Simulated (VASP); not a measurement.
# ZnPb: structure and properties in VASP

Aim: relax ZnPb, then compute properties on the relaxed cell. The steps: full relaxation (AM05), second relaxation, single point with fields (AM05), bands along the symmetry lines (AM05), total and projected DOS (AM05), independent-particle dielectric function (AM05), elastic tensor by finite strains (AM05) and bands along the symmetry lines (AM05 + SOC). The cell is invented: it takes the structure of a Materials Project entry for MgCd (space group 166 there), with all of its atoms replaced by other elements, volume scaled by an estimate. It may not be a known or stable phase.

Main program and level: VASP 6.6.1; AM05; plane waves and PAW (Pb_d, Zn), in the first sound run; inputs show where later runs differ.

Report form: the programs' logs are mostly left out.

## Step 1: Set-up

Before any relaxation, the start is as follows. It takes space group R-3m (No. 166, trigonal). Conventional cell: a = 3.207 Å, b = 3.207 Å, c = 14.370 Å, α = 90.00°, β = 90.00°, γ = 120.00°. Nearest to Pb lie 6 Zn at 3.03 Å and 6 Pb at 3.21 Å. Nearest to Zn lie 6 Pb at 3.03 Å and 6 Zn at 3.21 Å. It derives from MgCd. It takes the structure of a Materials Project entry for MgCd (space group 166 there), with all of its atoms replaced by other elements, volume scaled by an estimate. Farther neighbours are not listed.

Structure file:

```xyz
2
Lattice="1.6034 0.9257 4.7901 -1.6034 0.9257 4.7901 0.0000 -1.8515 4.7901" Properties=species:S:1:pos:R:3 pbc="T T T"
Pb    0.0000    0.0000    0.0000
Zn    0.0000    0.0000    7.1852
```

## Step 2: Full relaxation (AM05)

The start need not lie at this functional's minimum. ISIF = 3 frees volume, shape and positions, and EDIFFG sets the threshold on forces and stress at which the search stops. AM05 is built from the electron gas and the surface model, and does well on lattice constants.

Contents of INCAR:

```
SYSTEM = ZnPb
PREC = Accurate
ENCUT = 400
EDIFF = 1E-06
NELM = 100
ISMEAR = 1
SIGMA = 0.2
LREAL = .FALSE.
ALGO = Normal
GGA = AM
LORBIT = 11
LWAVE = .FALSE.
LCHARG = .FALSE.
IBRION = 2
NSW = 60
ISIF = 3
EDIFFG = -0.01
```

Contents of POSCAR:

```
ZnPb
1.0
    1.6034430000      0.9257480000      4.7901300000
   -1.6034430000      0.9257480000      4.7901300000
    0.0000000000     -1.8514960000      4.7901300000
Pb Zn
1 1
Direct
    0.0000000000      0.0000000000      0.0000000000
    0.5000000000      0.5000000000      0.5000000000
```

Contents of KPOINTS:

```
Automatic mesh
0
Gamma
8 8 8
0 0 0
```

PAW data sets: Pb_d and Zn (PBE family, release 64).

Command:

```sh
mpirun -np 1 vasp_std
```

The job ended after 16 min (1 MPI rank of AMD EPYC 7R43, shared host; peak memory 0.17 GiB).

The k-mesh is coarse for a metal. The PAW data sets were made with PBE, which is usual practice but a small mismatch for other functionals. After so large a change of volume the plane waves of the start cell no longer fit, so the final stress carries a basis-set error. The run keeps the 12 symmetry operations of its start, so it cannot find a distortion of lower symmetry.

Step by step:

```
step  energy less that of the first step (eV)  largest force (eV/Å)  pressure (GPa)  volume (Å³)
   1                                   0.0000                0.0000            5.92        42.66
   2                                  -0.1018                0.0000           -1.15        47.68
   3                                  -0.1022                0.0000           -0.80        47.33
   4                                  -0.1162                0.0000           -0.34        46.86
   5                                  -0.1270                0.0000            0.35        46.19
   6                                  -0.1250                0.0000            2.26        44.77
   7                                  -0.1318                0.0000            0.95        45.70
   8                                  -0.1321                0.0000            1.39        45.35
   9                                  -0.1366                0.0000            0.46        46.23
  10                                  -0.1368                0.0000            0.45        46.09
  11                                  -0.1368                0.0000            0.62        46.04
  12                                  -0.1368                0.0000            0.56        46.06
  13                                  -0.1381                0.0000            0.02        46.47
```

| conventional cell, symmetrised | before | after | change |
| --- | --- | --- | --- |
| a (Å) | 3.207 | 3.476 | +8.4 % |
| b (Å) | 3.207 | 3.476 | +8.4 % |
| c (Å) | 14.370 | 13.321 | -7.3 % |
| volume (Å³/atom) | 21.33 | 23.23 | +8.9 % |

The relaxed structure:

```cif
data_structure
_symmetry_space_group_name_H-M 'P 1'
_symmetry_Int_Tables_number 1
_cell_length_a 4.8729
_cell_length_b 4.8729
_cell_length_c 4.8729
_cell_angle_alpha 41.793
_cell_angle_beta 41.793
_cell_angle_gamma 41.793
_cell_volume 46.47
loop_
_atom_site_label
_atom_site_type_symbol
_atom_site_fract_x
_atom_site_fract_y
_atom_site_fract_z
_atom_site_occupancy
Pb1 Pb 0.00000 0.00000 0.00000 1
Zn2 Zn 0.50000 0.50000 0.50000 1
```

This step gave:

```yaml
electrons: 26
bands: 17
irreducible_k_points: 65
symmetry_operations: 12
free_energy_toten: -4.624 eV
energy_at_zero_smearing: -4.625 eV
fermi_energy: 5.607 eV
pressure: 0.01827 GPa
metallic_judged_on_the_points_sampled: yes
scf_cycles_over_all_ionic_steps: 101
```

It ends with forces that vanish by symmetry and a pressure of 0.02 GPa.

## Step 3: Second relaxation

The basis stayed that of the start cell while the cell moved. A rerun from the cell reached resets it; the error of the finite cutoff stays.

INCAR is that of step 2.

Contents of POSCAR:

```
ZnPb
1.0
    1.7380827909      1.0034822552      4.4403882906
   -1.7380827909      1.0034822552      4.4403882906
    0.0000000000     -2.0069645103      4.4403882906
Pb Zn
1 1
Direct
    0.0000000000      0.0000000000      0.0000000000
    0.5000000000      0.5000000000      0.5000000000
```

KPOINTS is that of step 2.

Command:

```sh
mpirun -np 1 vasp_std
```

Elapsed: 4.7 min, on 1 MPI rank; peak memory 0.18 GiB.

Step by step:

| step | energy less that of the first step (eV) | largest force (eV/Å) | pressure (GPa) | volume (Å³) |
| --- | --- | --- | --- | --- |
| 1 | 0.0000 | 0.0000 | 0.25 | 46.47 |
| 2 | -0.0002 | 0.0000 | 0.02 | 46.71 |
| 3 | -0.0002 | 0.0000 | -0.10 | 46.78 |
| 4 | -0.0002 | 0.0000 | -0.09 | 46.75 |
| 5 | -0.0002 | 0.0000 | -0.08 | 46.73 |
| 6 | -0.0002 | 0.0000 | -0.04 | 46.72 |
| 7 | -0.0003 | 0.0000 | -0.04 | 46.71 |
| 8 | -0.0003 | 0.0000 | -0.02 | 46.67 |

| conventional cell, symmetrised | before | after | change |
| --- | --- | --- | --- |
| a (Å) | 3.476 | 3.489 | +0.4 % |
| b (Å) | 3.476 | 3.489 | +0.4 % |
| c (Å) | 13.321 | 13.285 | -0.3 % |
| volume (Å³/atom) | 23.23 | 23.34 | +0.4 % |

The relaxed structure:

```xyz
2
Lattice="1.7443 1.0071 4.4283 -1.7443 1.0071 4.4283 0.0000 -2.0142 4.4283" Properties=species:S:1:pos:R:3 pbc="T T T"
Pb    0.0000    0.0000    0.0000
Zn    0.0000    0.0000    6.6424
```

This step gave:

| Item | Value |
| --- | --- |
| free energy (TOTEN) | -4.637 eV |
| energy at zero smearing | -4.638 eV |
| Fermi energy | 5.557 eV |
| pressure | -0.01894 GPa |
| SCF cycles over all ionic steps | 49 |

It ends with forces that vanish by symmetry and a pressure of -0.02 GPa.

## Step 4: Single point with fields (AM05)

A single point on the relaxed cell gives a clean self-consistent state, with density, ELF and potential written out.

Changes to INCAR since step 3:

```diff
@@ -12,6 +12,5 @@
 LWAVE = .FALSE.
-LCHARG = .FALSE.
-IBRION = 2
-NSW = 60
-ISIF = 3
-EDIFFG = -0.01
+LCHARG = .TRUE.
+ISIF = 2
+LELF = .TRUE.
+LVHAR = .TRUE.
```

Contents of POSCAR:

```
ZnPb
1.0
    1.7443065733      1.0070755543      4.4282740905
   -1.7443065733      1.0070755543      4.4282740905
    0.0000000000     -2.0141511084      4.4282740905
Pb Zn
1 1
Direct
    0.0000000000      0.0000000000      0.0000000000
    0.5000000000      0.5000000000      0.5000000000
```

KPOINTS is that of step 3.

Command:

```sh
mpirun -np 1 vasp_std
```

Wall time 70 s (1 MPI rank); peak memory 0.15 GiB.

This step gave:

```
SCF cycles          : 12
free energy (TOTEN) : -4.638 eV
Fermi energy        : 5.556 eV
pressure            : 0.05374 GPa
```

Valence electrons inside each PAW sphere by angular momentum. Sphere charges, by row:

```csv
atom,s (e),p (e),d (e),tot (e)
Pb1,1.362,0.828,9.816,12.01
Zn2,0.652,0.284,9.73,10.67
```

Valence density in the ac plane of the cell as run, not the conventional one, at fractional y = 0.000, with atoms of Pb within 0.2 Å of it. It is the smooth field of the valence electrons, not physical close to the nuclei.

Values in e/Å³, 13 rows by 14 columns, each cell a mean:
```
6.9 6.3 3.5 1.1 0.3 0.1 0.1 0.1 0.1 0.1 0.2 0.4 1.5 4.1
3.4 4.7 3.9 1.9 0.6 0.2 0.1 0.1 0.1 0.1 0.1 0.2 0.4 1.3
0.9 1.9 2.4 1.8 0.8 0.3 0.1 0.1 0.1 0.1 0.1 0.1 0.2 0.3
0.2 0.5 0.8 0.9 0.6 0.3 0.2 0.1 0.1 0.1 0.1 0.1 0.1 0.1
0.1 0.2 0.3 0.3 0.3 0.2 0.2 0.1 0.1 0.1 0.1 0.1 0.1 0.1
0.1 0.1 0.1 0.1 0.2 0.2 0.1 0.1 0.1 0.1 0.1 0.1 0.1 0.1
0.1 0.1 0.1 0.1 0.1 0.1 0.1 0.1 0.1 0.1 0.1 0.1 0.1 0.1
0.1 0.1 0.1 0.1 0.1 0.1 0.1 0.1 0.2 0.2 0.2 0.2 0.1 0.1
0.1 0.1 0.1 0.1 0.1 0.1 0.1 0.1 0.2 0.4 0.5 0.5 0.4 0.2
0.3 0.2 0.1 0.1 0.1 0.1 0.1 0.1 0.2 0.4 1.0 1.5 1.4 0.8
1.2 0.4 0.2 0.1 0.1 0.1 0.1 0.1 0.2 0.4 1.2 2.7 3.5 2.8
4.0 1.6 0.5 0.2 0.1 0.1 0.1 0.1 0.1 0.2 0.8 2.5 5.0 6.1
7.4 4.4 1.6 0.4 0.2 0.1 0.1 0.1 0.1 0.1 0.3 1.3 3.8 7.0
```
Columns run along a (4.9 Å), rows up along c (4.9 Å). Atoms in or near the plane, at fractional coordinates: Pb at (0.00, 0.00).

ELF in the ac plane of the cell as run, not the conventional one, at fractional y = 0.000, with atoms of Pb within 0.2 Å of it. It is the smooth field of the valence electrons, not physical close to the nuclei.

Ten even steps from '0' (0.12) to '9' (0.49), each cell a mean:
```
20496421125782
41288532123579
98789642222346
68999642222224
34566432222212
12344321122211
11222211233321
21122212345543
42222223468875
64322223479999
97532122479635
28753112359600
72875211247933
```
Columns run along a (4.9 Å), rows up along c (4.9 Å). Atoms in or near the plane, at fractional coordinates: Pb at (0.00, 0.00).

Electrostatic potential energy in the ac plane of the cell as run, not the conventional one, at fractional y = 0.000, with atoms of Pb within 0.2 Å of it. With pseudopotentials it is smooth inside the atoms' cores, unlike the true potential.

Values in eV, 13 rows by 14 columns, each cell a mean:
```
-87 -86 -67 -28  -4   1   2   2   2   2   0  -7 -36 -73
-66 -80 -73 -46 -13  -1   1   2   2   2   2   0  -7 -32
-23 -45 -54 -44 -20  -3   0   2   2   2   2   2   0  -5
 -2 -10 -21 -24 -15  -4  -1   2   2   2   2   2   2   1
  1   0  -3  -5  -5  -3  -1   1   2   2   2   2   2   2
  2   2   1   0  -1  -1   0   1   1   2   2   2   2   2
  2   2   2   2   2   1   1   1   0   0   1   1   2   2
  2   2   2   2   2   2   1   0  -1  -2  -2  -1   0   2
  1   2   2   2   2   2   2   1  -2  -6 -12 -12  -6  -1
 -4   0   2   2   2   2   2   1  -1  -9 -28 -39 -34 -18
-30  -8   0   2   2   2   2   2   0  -6 -31 -58 -69 -59
-73 -38  -9   0   2   2   2   2   1  -2 -19 -55 -82 -86
-87 -75 -38  -7   0   2   2   2   2   1  -5 -31 -70 -87
```
Columns run along a (4.9 Å; values clipped at the 3rd and 97th percentile), rows up along c (4.9 Å). Atoms in or near the plane, at fractional coordinates: Pb at (0.00, 0.00).

In this run the pressure is 0.05 GPa, small enough to go on; single stress components reach 0.09 GPa.

## Step 5: Bands along the symmetry lines (AM05)

Levels along the symmetry lines show where the bands peak and cross; KPOINTS_OPT computes them in the converged potential.

Changes to INCAR since step 4:

```diff
@@ -12,5 +12,2 @@
 LWAVE = .FALSE.
-LCHARG = .TRUE.
-ISIF = 2
-LELF = .TRUE.
-LVHAR = .TRUE.
+LCHARG = .FALSE.
```

POSCAR is that of step 4.

KPOINTS is that of step 4.

Contents of KPOINTS_OPT:

```
Line mode
16
Line-mode
Reciprocal
  0.00000000   0.00000000   0.00000000 GAMMA
  0.50000000   0.00000000   0.00000000 L

  0.50000000   0.00000000   0.00000000 L
  0.50000000   0.20114640  -0.20114640 B1

  0.79885360   0.50000000   0.20114640 B
  0.50000000   0.50000000   0.50000000 Z

  0.50000000   0.50000000   0.50000000 Z
  0.00000000   0.00000000   0.00000000 GAMMA

  0.00000000   0.00000000   0.00000000 GAMMA
  0.35057320   0.00000000  -0.35057320 X

  0.64942680   0.35057320   0.00000000 Q
  0.50000000   0.50000000   0.00000000 F

  0.50000000   0.50000000   0.00000000 F
  0.64942680   0.64942680   0.20114640 P1

  0.64942680   0.64942680   0.20114640 P1
  0.50000000   0.50000000   0.50000000 Z

  0.50000000   0.00000000   0.00000000 L
  0.79885360   0.35057320   0.35057320 P
```

Command:

```sh
mpirun -np 1 vasp_std
```

Elapsed: 2.7 min, on 1 MPI rank; peak memory 0.16 GiB.

Spin-orbit coupling is off here; it can split and shift levels that hold much weight on Pb by tenths of an eV or more.

The electronic bands at the labelled points (eV, zero at the Fermi level; # counts the bands kept in this run):

```csv
point,#5,#6,#7,#8,#9,#10
Γ,-7.22,-7.22,-2.33,-1.56,5.71,5.71
0.47 of the way,-7.26,-7.21,-2.47,-0.11,1.20,4.52
L,-7.30,-7.12,-4.93,0.12,1.00,3.52
0.47 of the way,-7.23,-6.99,-4.50,0.07,0.49,1.49
B1,-7.21,-6.42,-2.98,-2.85,-2.00,2.39
jump to B,-7.21,-6.42,-2.98,-2.85,-2.00,2.39
0.47 of the way,-7.20,-7.09,-5.62,-0.12,1.19,5.90
Z,-7.24,-7.24,-6.96,6.18,6.18,7.56
0.53 of the way,-7.23,-7.23,-5.25,2.32,5.88,5.88
Γ,-7.22,-7.22,-2.33,-1.56,5.71,5.71
0.53 of the way,-7.26,-7.12,-1.89,-0.50,1.10,1.83
X,-7.24,-6.45,-3.22,-2.85,-0.71,0.33
jump to Q,-7.24,-6.45,-3.22,-2.85,-0.71,0.33
0.47 of the way,-7.17,-6.39,-3.81,-1.87,-1.74,0.44
F,-7.12,-6.41,-4.22,-2.18,-1.51,1.91
0.47 of the way,-7.12,-6.46,-4.18,-2.82,-0.65,1.98
P1,-7.12,-6.64,-4.16,-3.34,0.80,2.25
0.47 of the way,-7.21,-7.15,-5.97,0.13,3.63,4.49
Z,-7.24,-7.24,-6.96,6.18,6.18,7.55
jump to L,-7.30,-7.12,-4.93,0.12,1.00,3.52
0.47 of the way,-7.15,-7.12,-4.77,-1.69,2.60,2.98
P,-7.12,-6.64,-4.16,-3.34,0.80,2.25
```

Of the projections kept (Pb, Zn), the largest for each band there, as a share of the weight inside these atoms' spheres; weight between the spheres isn't counted:

```csv
point,#5,#6,#7,#8,#9,#10
Γ,Zn 1.00,Zn 1.00,Pb 0.66,Zn 0.63,Pb 0.77,Pb 0.77
L,Zn 1.00,Zn 1.00,Zn 0.65,Pb 0.61,Zn 0.65,Pb 0.92
B1,Zn 1.00,Zn 0.62,Zn 0.68,Pb 0.76,Zn 0.51,Pb 0.58
B,Zn 1.00,Zn 0.62,Zn 0.68,Pb 0.76,Zn 0.51,Pb 0.58
Z,Zn 1.00,Zn 1.00,Zn 0.81,Pb 0.92,Pb 0.92,Zn 0.57
Γ,Zn 1.00,Zn 1.00,Pb 0.66,Zn 0.63,Pb 0.77,Pb 0.77
```

There is no gap at this level.

## Step 6: Total and projected DOS (AM05)

Here the states are counted by energy and projected on the atoms. The mesh is finer than in the run before.

Changes to INCAR since step 5:

```diff
@@ -5,3 +5,3 @@
 NELM = 100
-ISMEAR = 1
+ISMEAR = -5
 SIGMA = 0.2
@@ -13 +13,2 @@
 LCHARG = .FALSE.
+NEDOS = 2001
```

POSCAR is that of step 5.

Contents of KPOINTS:

```
Automatic mesh
0
Gamma
11 11 11
0 0 0
```

Command:

```sh
mpirun -np 1 vasp_std
```

Run time: 2.4 min. Hardware: 1 MPI rank; peak memory 0.19 GiB.

With tetrahedra the forces and stress of a metal are not exact derivatives of the energy.

Numbers from this step:

```yaml
irreducible_k_points: 146
free_energy_toten: -4.614 eV
fermi_energy: 5.415 eV
pressure: 0.1140 GPa
dos_at_the_fermi_level_one_point_of_the_energy_grid: 0.8702 states/eV/cell
```

The density of states has structure finer than the step of the table below, so its rows give means over 0.5 eV, whole bins alone (the curve runs from -12.0 to 3.21 eV). Peaks (eV: height): total -7.16: 47.9; Zn d -7.16: 45.9.

States under -12.0 eV and over 3.2 eV are left out. Table of density of states by energy, zero at the Fermi level; means over each step; values in states/eV/cell:

```csv
energy (eV),total,Zn d
-11.5,0.0244,1.2e-4
-11.0,0.226,0.00137
-10.5,0.420,0.00434
-10.0,0.479,0.0115
-9.5,0.522,0.0271
-9.0,0.629,0.0673
-8.5,1.08,0.239
-8.0,0.619,0.175
-7.5,1.77,1.65
-7.0,17.6,16.7
-6.5,1.17,0.748
-6.0,0.137,0.00690
-5.5,0.180,0.00719
-5.0,0.225,0.00820
-4.5,0.468,0.0256
-4.0,0.891,0.0409
-3.5,1.01,0.0373
-3.0,0.605,0.0190
-2.5,0.678,0.0153
-2.0,0.726,0.0152
-1.5,0.626,0.0150
-1.0,0.902,0.0225
-0.5,1.01,0.0260
0.0,0.862,0.0245
0.5,0.607,0.0140
1.0,0.836,0.0205
1.5,1.00,0.0246
2.0,1.06,0.0252
2.5,1.10,0.0264
```

The finer mesh and the other smearing move the Fermi level by -0.14 eV from the 8×8×8 run, one measure of the sampling error in the zero of the bands above.

## Step 7: Independent-particle dielectric function (AM05)

LOPTICS sums transitions from filled to empty bands. NBANDS is raised for it.

Changes to INCAR since step 6:

```diff
@@ -5,3 +5,3 @@
 NELM = 100
-ISMEAR = -5
+ISMEAR = 1
 SIGMA = 0.2
@@ -13,2 +13,5 @@
 LCHARG = .FALSE.
-NEDOS = 2001
+LOPTICS = .TRUE.
+NEDOS = 1500
+CSHIFT = 0.1
+NBANDS = 29
```

POSCAR is that of step 6.

KPOINTS is that of step 6.

Command:

```sh
mpirun -np 1 vasp_std
```

Elapsed: 4 min, on 1 MPI rank; peak memory 0.37 GiB.

The imaginary part turns negative at the lowest energies, an artefact of Methfessel-Paxton occupations outside 0 and 1. These are independent-particle spectra without excitons or local fields. Fine structure and low peaks depend on the mesh and on CSHIFT. The intraband (Drude) part is not in this spectrum.

This step gave:

```yaml
scf_cycles: 11
bands: 29
free_energy_toten: -4.616 eV
energy_at_zero_smearing: -4.616 eV
fermi_energy: 5.464 eV
pressure: 0.1293 GPa
```

Imaginary dielectric function against photon energy; read off at these points:

```
photon energy (eV)     xx     zz
                 0      0      0
                 1   31.7   41.2
                 2   25.6   35.3
                 3   8.72   10.0
                 4   5.24   4.26
                 5   1.95   1.44
                 6   1.26  0.980
                 7  0.659  0.719
                 8  0.636  0.844
                 9  0.740  0.773
                10  0.702  0.607
                11  0.607  0.495
                12  0.419  0.341
                13  0.388  0.317
                14  0.390  0.325
                15  0.428  0.343
                16  0.355  0.314
                17  0.519  0.560
                18  0.461  0.424
                19  0.478  0.542
                20  0.458  0.499
                21  0.385  0.417
                22  0.376  0.395
                23  0.363  0.318
                24  0.376  0.260
```

Real dielectric function against photon energy:

```
photon energy (eV)       xx       zz
                 0     19.0     26.5
                 1     23.4     47.3
                 2    0.652    -2.32
                 3    -4.08    -8.36
                 4    -4.25    -7.15
                 5    -2.74    -3.02
                 6    -1.65    -1.75
                 7   -0.567   -0.610
                 8  -0.0628   -0.172
                 9    0.221  0.00988
                10    0.493   0.0552
                11    0.171    0.269
                12    0.454    0.418
                13    0.589    0.533
                14    0.746    0.687
                15    0.691    0.757
                16    0.784    0.824
                17    0.940     1.03
                18    0.817    0.778
                19    0.841    0.904
                20    0.778    0.732
                21    0.762    0.729
                22    0.836    0.740
                23    0.866    0.759
                24    0.859    0.826
```

## Step 8: Elastic tensor by finite strains (AM05)

IBRION = 6 with ISIF = 3 strains the cell both ways at fixed fractional positions, and adds the ions' share afterwards from the force constants. Stress converges slowly with the basis, so the cutoff is raised.

Contents of INCAR:

```
SYSTEM = ZnPb
PREC = Accurate
ENCUT = 500
EDIFF = 1E-07
NELM = 100
ISMEAR = 1
SIGMA = 0.2
LREAL = .FALSE.
ALGO = Normal
GGA = AM
LORBIT = 11
LWAVE = .FALSE.
LCHARG = .FALSE.
IBRION = 6
NFREE = 2
POTIM = 0.015
ISIF = 3
NSW = 1
```

POSCAR is that of step 7.

Contents of KPOINTS:

```
Automatic mesh
0
Gamma
8 8 8
0 0 0
```

Command:

```sh
mpirun -np 1 vasp_std
```

It took 21 min on 1 MPI rank; peak memory 0.35 GiB.

The run was stopped at its time limit, by a STOPCAR file.

More ranks or a longer limit might have been enough; this was not tried.

(Part 1 of 2 ends here.)

[Lines on the potential files, build, host, timing and source positions are cut from VASP's logs without a mark.]

[Logs are printed without paths, hosts, clocks, repeated set-up lines and the standing remarks that a program may print on its own settings, such as how far it seeks lower states.]

[Hosts, paths, dates, database ids (printed as entryN), source tags and the programs' standing remarks are cut or masked in the printed files.]

[A measured line is paired with the nearest computed mode of its activity, which favours agreement.]

[In band tables of VASP the shares of atoms and orbitals are scaled to a sum of 1 inside the atoms' spheres.]
